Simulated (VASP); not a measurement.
# Al2CdO6 (Fm-3m) in VASP: single point with PBE

Aim: the single point of Al2CdO6 with PBE.

All numbers are computed with VASP 6.6.1; they aren't measurements. Logs are shortened: lines on timing, memory, paths and dates and some standing lists are left out, and cuts for length are marked.

## Step 1: Starting point

It takes space group Fm-3m (No. 225, cubic). Conventional cell: a = 7.461 Å, b = 7.461 Å, c = 7.461 Å, α = 90.00°, β = 90.00°, γ = 90.00°. Around Al (site symmetry -43m) lie 6 O at 1.87 Å. Around Cd (site symmetry m-3m) lie 12 O at 2.64 Å. O (site symmetry mmm) is surrounded by 2 Al at 1.87 Å.

The cell was built by a generator and needn't be a form met in nature.

## Step 2: Single point, PBE, collinear spin, typed start

INCAR reads:

```
SYSTEM = Al2CdO6
  PREC = Accurate
  ENCUT = 520
  EDIFF = 1E-6
  ISMEAR = 0
  SIGMA = 0.1
  LREAL = .False.
  LASPH = .True.
  NELM = 150
  ALGO = Fast
  ISIF = 2
  LWAVE = .False.
  LCHARG = .True.
  ISPIN = 2
  MAGMOM = 0 0 0 0.65 0.65 0.65 0.65 0.65 0.65
  LORBIT = 11
  GGA = PE
  LELF = .True.
  LVHAR = .True.
  NBANDS = 41
```

KPOINTS reads:

```
regular mesh
0
Gamma
  10 10 10
  0 0 0
```

POSCAR reads:

```
Al2CdO6
1.0
    0.0000000000      3.7307199893      3.7307199893
    3.7307199893      0.0000000000      3.7307199893
    3.7307199893      3.7307199893      0.0000000000
Al Cd O
2 1 6
Direct
    0.7500000000      0.7500000000      0.7500000000
    0.2500000000      0.2500000000      0.2500000000
    0.0000000000      0.0000000000      0.0000000000
    0.5000000000      0.0000000000      0.0000000000
    0.0000000000      0.5000000000      0.5000000000
    0.0000000000      0.5000000000      0.0000000000
    0.5000000000      0.0000000000      0.5000000000
    0.0000000000      0.0000000000      0.5000000000
    0.5000000000      0.5000000000      0.0000000000
```

Potentials or basis: VASP PAW PBE potentials, release 64 (Al, Cd, O).

Run with:

```console
cat potpaw_PBE.64/Al/POTCAR potpaw_PBE.64/Cd/POTCAR potpaw_PBE.64/O/POTCAR > POTCAR
mpirun -np 1 vasp_std > vasp.out
```

OUTCAR:

```text
SYSTEM = Al2CdO6
   PREC = Accurate
   ENCUT = 520
   EDIFF = 1E-6
   ISMEAR = 0
   LREAL = .False.
   LASPH = .True.
   NELM = 150
   ISIF = 2
   ISPIN = 2
   LORBIT = 11
   GGA = PE

 ion  position               nearest neighbor table
   1  0.750  0.750  0.750-   4 1.87   5 1.87   6 1.87   7 1.87   8 1.87   9 1.87   3 3.23   3 3.23
                             3 3.23   3 3.23
   2  0.250  0.250  0.250-   4 1.87   5 1.87   6 1.87   7 1.87   8 1.87   9 1.87   3 3.23   3 3.23
                             3 3.23   3 3.23
   3  0.000  0.000  0.000-   4 2.64   6 2.64   8 2.64   5 2.64   7 2.64   8 2.64   5 2.64   6 2.64
                             9 2.64   4 2.64   7 2.64   9 2.64   2 3.23   1 3.23   1 3.23   2 3.23
   4  0.500  0.000  0.000-   1 1.87   2 1.87   3 2.64   3 2.64
   5  0.000  0.500  0.500-   1 1.87   2 1.87   3 2.64   3 2.64
   6  0.000  0.500  0.000-   1 1.87   2 1.87   3 2.64   3 2.64
   7  0.500  0.000  0.500-   1 1.87   2 1.87   3 2.64   3 2.64
   8  0.000  0.000  0.500-   1 1.87   2 1.87   3 2.64   3 2.64
   9  0.500  0.500  0.000-   1 1.87   2 1.87   3 2.64   3 2.64

  LATTYP: Found a face centered cubic cell.
 ALAT       =     7.4614399786

  Lattice vectors:

 A1 = (   0.0000000000,   3.7307199893,   3.7307199893)
 A2 = (   3.7307199893,   0.0000000000,   3.7307199893)
 A3 = (   3.7307199893,   3.7307199893,   0.0000000000)

Analysis of symmetry for initial positions (statically):
=====================================================================
 Subroutine PRICEL returns:
 Original cell was already a primitive cell.

 Routine SETGRP: Setting up the symmetry group for a
 face centered cubic supercell.

 Subroutine GETGRP returns: Found 48 space group operations
 (whereof 48 operations were pure point group operations)
 out of a pool of 48 trial point group operations.

The static configuration has the point symmetry O_h .

Analysis of symmetry for dynamics (positions and initial velocities):
=====================================================================
 Subroutine PRICEL returns:
 Original cell was already a primitive cell.

 Routine SETGRP: Setting up the symmetry group for a
 face centered cubic supercell.

 Subroutine GETGRP returns: Found 48 space group operations
 (whereof 48 operations were pure point group operations)
 out of a pool of 48 trial point group operations.

The dynamic configuration has the point symmetry O_h .

Analysis of structural, dynamic, and magnetic symmetry:
=====================================================================
 Subroutine PRICEL returns:
 Original cell was already a primitive cell.

 Routine SETGRP: Setting up the symmetry group for a
 face centered cubic supercell.

 Subroutine GETGRP returns: Found 48 space group operations
 (whereof 48 operations were pure point group operations)
 out of a pool of 48 trial point group operations.

The overall configuration has the point symmetry O_h .

 Subroutine INISYM returns: Found 48 space group operations
 (whereof 48 operations are pure point group operations),
 and found     1 'primitive' translations

----------------------------------------------------------------------------------------

                                     Primitive cell

  volume of cell :     103.8503

  direct lattice vectors                    reciprocal lattice vectors
     0.000000000  3.730719989  3.730719989    -0.134022387  0.134022387  0.134022387
     3.730719989  0.000000000  3.730719989     0.134022387 -0.134022387  0.134022387
     3.730719989  3.730719989  0.000000000     0.134022387  0.134022387 -0.134022387

  length of vectors
     5.276034806  5.276034806  5.276034806     0.232133584  0.232133584  0.232133584

  position of ions in fractional coordinates (direct lattice)
     0.750000000  0.750000000  0.750000000
     0.250000000  0.250000000  0.250000000
     0.000000000  0.000000000  0.000000000
     0.500000000  0.000000000  0.000000000
     0.000000000  0.500000000  0.500000000
     0.000000000  0.500000000  0.000000000
     0.500000000  0.000000000  0.500000000
     0.000000000  0.000000000  0.500000000
     0.500000000  0.500000000  0.000000000

  ion indices of the primitive-cell ions
   primitive index   ion index
                 1           1
[... 71 lines left out ...]
   PREC   = accura    normal or accurate (medium, high low for compatibility)
   ISTART =      0    job   : 0-new  1-cont  2-samecut
   ICHARG =      2    charge: 1-file 2-atom 10-const
   ISPIN  =      2    spin polarized calculation?
   LNONCOLLINEAR =      F non collinear calculations
   LSORBIT =      F    spin-orbit coupling
   LASPH  =      T    aspherical Exc in radial PAW
   ENCUT  =  520.0 eV  38.22 Ry    6.18 a.u.   9.81  9.81  9.81*2*pi/ulx,y,z
   NELM   =    150;   NELMIN=  2; NELMDL= -5     # of ELM steps
   EDIFF  = 0.1E-05   stopping-criterion for ELM
   LREAL  =      F    real-space projection
   EDIFFG = 0.1E-04   stopping-criterion for IOM
   NSW    =      0    number of steps for IOM
   IBRION =     -1    ionic relax: 0-MD 1-quasi-New 2-CG
   NFREE  =      0    steps in history (QN), initial steepest desc. (CG)
   ISIF   =      2    stress and relaxation
   ISYM   =      2    0-nonsym 1-usesym 2-fastsym
   POTIM  = 0.5000    time-step for ionic-motion
   TEBEG  =    0.0;   TEEND  =   0.0 temperature during run
   PSTRESS=    0.0 pullay stress
   NELECT =      54.0000    total number of electrons
   NUPDOWN=      -1.0000    fix difference up-down
   EMIN   =  10.00;   EMAX   =-10.00  energy-range for DOS
   EFERMI =   0.00;   METHOD = LEGACY
   ISMEAR =     0;   SIGMA  =   0.10  broadening in eV -4-tet -1-fermi 0-gaus
   EFERMI_NEDOS =   21; number of points for ismear=-14 and -15
   IALGO  =     68    algorithm
   IMIX   =      4    mixing-type and parameters
     AMIX     =   0.40;   BMIX     =  1.00
     AMIX_MAG =   1.60;   BMIX_MAG =  1.00
  volume/ion in A,a.u.               =      11.54        77.87
  Fermi-wavevector in a.u.,A,eV,Ry     =   1.316447  2.487724 23.579347  1.733033
  Thomas-Fermi vector in A             =   2.446559
   LORBIT       =     11    0 simple, 1 ext, 2 COOP (PROOUT), +10 PAW based schemes
   GGA     = PE    functional components
   LHFCALC =     F    Hartree Fock is set to
   AEXX    =    0.0000 exact exchange contribution
   IVDW    =     0    specifies the selected vdW correction
   LEPSILON=     F    determine dielectric tensor
   LRPA    =     F    only Hartree local field effects (RPA)
 spin polarized calculation
 RMM-DIIS sequential band-by-band and
 Gauss-broadening in eV      SIGMA  =   0.10
  energy-cutoff  :      520.00
  volume of cell :      103.85
 maximum number of plane-waves:      2818
   NGX = 19   NGY = 19   NGZ = 19

 number of electron      54.0000006 magnetization       4.0000002

 Free energy of the ion-electron system (eV)
  ---------------------------------------------------
  ext. energy  EPLUGINS =         0.00000000
  ---------------------------------------------------
  free energy    TOTEN  =       -50.53045374 eV

  energy without entropy =      -50.50340852  energy(sigma->0) =      -50.51693113

 E-fermi :   1.9139     XC(G=0): -10.3491

 val. band max:        1.9049803188   @ k =   0.4000   0.3000   0.1000
 cond. band min:       1.9155265025   @ k =  -0.4000   0.4000   0.0000
 fundamental gap:      0.0105461837
 Fermi energy:         1.9139475139

 spin component 1

 k-point     1 :       0.0000    0.0000    0.0000
  band No.  band energies     occupation
      1     -17.0517      1.00000
      2     -15.4063      1.00000
      3     -15.4063      1.00000
      4     -15.4063      1.00000
      5     -14.7498      1.00000
      6     -14.7498      1.00000
[... 997 lines left out ...]
     38      15.5428      0.00000
     39      16.0301      0.00000

 [... further k-points ...]

 spin component 2

 k-point     1 :       0.0000    0.0000    0.0000
  band No.  band energies     occupation
      1     -16.1486      1.00000
      2     -14.3620      1.00000
      3     -14.3620      1.00000
      4     -14.3620      1.00000
      5     -13.6434      1.00000
      6     -13.6434      1.00000
[... 997 lines left out ...]
     38      15.7781      0.00000
     39      16.3730      0.00000

 [... further k-points ...]

 [bands above 39 left out]

------------------------ aborting loop because EDIFF is reached ----------------------------------------

  FORCE on cell =-STRESS in cart. coord.  units (eV):
  Direction    XX          YY          ZZ          XY          YZ          ZX
  --------------------------------------------------------------------------------------
  -------------------------------------------------------------------------------------
  Total        0.0318792      0.0318792      0.0318792      0.0000000      0.0000000     -0.0000000
  in kB        0.4918249      0.4918249      0.4918249      0.0000000      0.0000000     -0.0000000
  external PRESSURE =       0.4918249 kB  Pullay stress =       0.0000000 kB

 VOLUME and BASIS-vectors are now :
 -----------------------------------------------------------------------------
  energy-cutoff  :      520.00
  volume of cell :      103.85
      direct lattice vectors                 reciprocal lattice vectors
     0.000000000  3.730719989  3.730719989    -0.134022387  0.134022387  0.134022387
     3.730719989  0.000000000  3.730719989     0.134022387 -0.134022387  0.134022387
     3.730719989  3.730719989  0.000000000     0.134022387  0.134022387 -0.134022387

 POSITION                                       TOTAL-FORCE (eV/Angst)
 -----------------------------------------------------------------------------------
      5.59608      5.59608      5.59608        -0.000000      0.000000      0.000000
      1.86536      1.86536      1.86536         0.000000      0.000000      0.000000
      0.00000      0.00000      0.00000        -0.000000     -0.000000     -0.000000
      0.00000      1.86536      1.86536        -0.000000     -0.000000     -0.000000
      3.73072      1.86536      1.86536        -0.000000     -0.000000     -0.000000
      1.86536      0.00000      1.86536        -0.000000     -0.000000     -0.000000
      1.86536      3.73072      1.86536        -0.000000     -0.000000     -0.000000
      1.86536      1.86536      0.00000        -0.000000     -0.000000     -0.000000
      1.86536      1.86536      3.73072        -0.000000     -0.000000     -0.000000
 -----------------------------------------------------------------------------------
    total drift:                               -0.000000     -0.000000      0.000000

  FREE ENERGIE OF THE ION-ELECTRON SYSTEM (eV)
  ---------------------------------------------------
  free  energy   TOTEN  =       -50.5304537422 eV

  energy  without entropy=      -50.5034085182  energy(sigma->0) =      -50.51693113

 total charge

# of ion       s       p       d       tot
------------------------------------------
    1        0.305   0.414   0.000   0.718
    2        0.305   0.414   0.000   0.718
    3        0.242   0.164   9.636  10.042
    4        1.581   3.378   0.000   4.959
    5        1.581   3.378   0.000   4.959
    6        1.581   3.378   0.000   4.959
    7        1.581   3.378   0.000   4.959
    8        1.581   3.378   0.000   4.959
    9        1.581   3.378   0.000   4.959
--------------------------------------------------
tot         10.338  21.260   9.636  41.234

 magnetization (x)

# of ion       s       p       d       tot
------------------------------------------
    1       -0.008  -0.011   0.000  -0.019
    2       -0.008  -0.011   0.000  -0.019
    3       -0.024  -0.011   0.016  -0.020
    4        0.008   0.569   0.000   0.577
    5        0.008   0.569   0.000   0.577
    6        0.008   0.569   0.000   0.577
    7        0.008   0.569   0.000   0.577
    8        0.008   0.569   0.000   0.577
    9        0.008   0.569   0.000   0.577
--------------------------------------------------
tot          0.007   3.381   0.016   3.404
```

Wall time 5.6 min (1 thread of Intel Xeon 6975P-C (Granite Rapids), shared host); peak memory 0.48 GiB.

Results:

```yaml
Free_energy: -50.5305 eV
Pressure: 0.0 GPa
Band_gap_on_the_k_mesh: none (metal or under the smearing width)
Net_moment: 4.00 μB per cell
Site_moments: Al -0.02; Cd -0.02; O +0.58 μB
Valence_electrons_inside_the_program's_atomic_spheres: Al 0.72; Cd 10.04; O 4.96
```
